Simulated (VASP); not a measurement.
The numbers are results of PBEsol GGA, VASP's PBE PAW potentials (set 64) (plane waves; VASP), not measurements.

VASP input:

POSCAR:
```
As
1
    0.0000000000     2.1290010000     2.1290010000
    2.1290010000     0.0000000000     2.1290010000
    2.1290010000     2.1290010000     0.0000000000
As
1
Direct
  0.0000000000   0.0000000000   0.0000000000
```

File KPOINTS:
```
Automatic mesh
0
G
  10 10 10
0 0 0
```

### INCAR
```
# general
SYSTEM   =  As
PREC     =  Accurate
ENCUT    =  400
LREAL    =  .False.
LASPH    =  .True.

# electronic loop
EDIFF    =  1E-6
NELM     =  100
ALGO     =  Normal
LMAXMIX  =  4

# smearing
ISMEAR   =  0
SIGMA    =  0.05

# functional
GGA      =  PS

# ions
IBRION   =  2
NSW      =  60
ISIF     =  3
EDIFFG   =  -0.01

# output
LWAVE    =  .False.
LCHARG   =  .False.
```

POTCAR, in this order: As (PBE.64 set). Program: vasp_std.

The resulting files:

File OSZICAR:
```
       N       E                     dE             d eps       ncg     rms          rms(c)
DAV:   1     0.170672692314E+01    0.17067E+01   -0.18169E+03   570   0.509E+02
DAV:   2    -0.454066648419E+01   -0.62474E+01   -0.60940E+01   816   0.573E+01
DAV:   3    -0.462318457536E+01   -0.82518E-01   -0.82513E-01   624   0.681E+00
DAV:   4    -0.462327456110E+01   -0.89986E-04   -0.89986E-04   816   0.243E-01
DAV:   5    -0.462327459378E+01   -0.32688E-07   -0.32607E-07   636   0.378E-03    0.192E+00
DAV:   6    -0.461767865465E+01    0.55959E-02   -0.34011E-03   630   0.366E-01    0.111E+00
DAV:   7    -0.461507762364E+01    0.26010E-02   -0.60048E-03   576   0.485E-01    0.490E-02
DAV:   8    -0.461507658573E+01    0.10379E-05   -0.33979E-05   708   0.571E-02    0.603E-03
DAV:   9    -0.461507653026E+01    0.55477E-07   -0.23526E-07   594   0.443E-03
   1 F= -.46150765E+01 E0= -.46144437E+01  d E =-.461508E+01
       N       E                     dE             d eps       ncg     rms          rms(c)
DAV:   1    -0.465118290800E+01   -0.36106E-01   -0.95370E-01   564   0.633E+00    0.841E-01
DAV:   2    -0.463074116807E+01    0.20442E-01   -0.13834E-02   570   0.997E-01    0.444E-01
DAV:   3    -0.462186271068E+01    0.88785E-02   -0.19349E-02   570   0.868E-01    0.932E-02
DAV:   4    -0.462186176246E+01    0.94822E-06   -0.41618E-05   624   0.762E-02    0.360E-02
DAV:   5    -0.462185936779E+01    0.23947E-05   -0.54887E-06   672   0.201E-02    0.156E-03
DAV:   6    -0.462185922514E+01    0.14265E-06   -0.73973E-08   300   0.348E-03
   2 F= -.46218592E+01 E0= -.46210442E+01  d E =-.678269E-02
       N       E                     dE             d eps       ncg     rms          rms(c)
DAV:   1    -0.462822326716E+01   -0.63639E-02   -0.11201E-01   564   0.212E+00    0.282E-01
DAV:   2    -0.462575685509E+01    0.24664E-02   -0.17264E-03   570   0.357E-01    0.153E-01
DAV:   3    -0.462464584737E+01    0.11110E-02   -0.24791E-03   576   0.310E-01    0.312E-02
DAV:   4    -0.462464614413E+01   -0.29676E-06   -0.46245E-06   642   0.264E-02
   3 F= -.46246461E+01 E0= -.46239912E+01  d E =-.956961E-02
```

File OUTCAR:
```
------------------------ aborting loop because EDIFF is reached ----------------------------------------
  FORCE on cell =-STRESS in cart. coord.  units (eV):
  Direction    XX          YY          ZZ          XY          YZ          ZX
  --------------------------------------------------------------------------------------
  Total        0.0050114      0.0050114      0.0050114      0.0000000     -0.0000000      0.0000000
  in kB        0.4340947      0.4340947      0.4340947      0.0000000     -0.0000000      0.0000000
  external PRESSURE =       0.4340947 kB  Pullay stress =       0.0000000 kB
  volume of cell :       18.50
      direct lattice vectors                 reciprocal lattice vectors
    -0.000000000  2.099023300  2.099023300    -0.238206027  0.238206027  0.238206027
     2.099023300 -0.000000000  2.099023300     0.238206027 -0.238206027  0.238206027
     2.099023300  2.099023300  0.000000000     0.238206027  0.238206027 -0.238206027
 POSITION                                       TOTAL-FORCE (eV/Angst)
 -----------------------------------------------------------------------------------
      0.00000      0.00000      0.00000        -0.000000      0.000000      0.000000
 -----------------------------------------------------------------------------------
    total drift:                                0.000000      0.000000     -0.000000
  FREE ENERGIE OF THE ION-ELECTRON SYSTEM (eV)
  ---------------------------------------------------
  free  energy   TOTEN  =        -4.6246461441 eV

  energy  without entropy=       -4.6233362396  energy(sigma->0) =       -4.62399119

 reached required accuracy - stopping structural energy minimisation
```
(Selected blocks of OUTCAR.)

CONTCAR:
```
As
   1.00000000000000
    -0.0000000000000000    2.0990232998346796    2.0990232998346796
     2.0990232998346796   -0.0000000000000000    2.0990232998346796
     2.0990232998346796    2.0990232998346796    0.0000000000000000
  As
     1
Direct
     0.0000000000000000    0.0000000000000000    0.0000000000000000
```

Energy and stress use the plane-wave basis of the starting cell.

The structure was generated: As was put into the fcc type (Fm-3m), which need not be its known phase. This run relaxes it. Symmetry was kept, so distortions that lower it aren't found.
